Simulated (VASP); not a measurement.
Level of theory: r2SCAN meta-GGA, VASP's PBE PAW potentials (set 64) (plane waves; VASP). Each cell was relaxed at this level, without spin-orbit coupling.

Problem. Which of these comes out without a gap?
A. Tl, P6_3/mmc (194)
B. BN, F-43m (216)
C. MgS, Fm-3m (225)
D. BaHfO3, Pm-3m (221)

Solution. A, Tl, P6_3/mmc (194). The others have gaps of 3.45 eV (MgS, Fm-3m (225)), 4.12 eV (BaHfO3, Pm-3m (221)), 4.98 eV (BN, F-43m (216)).
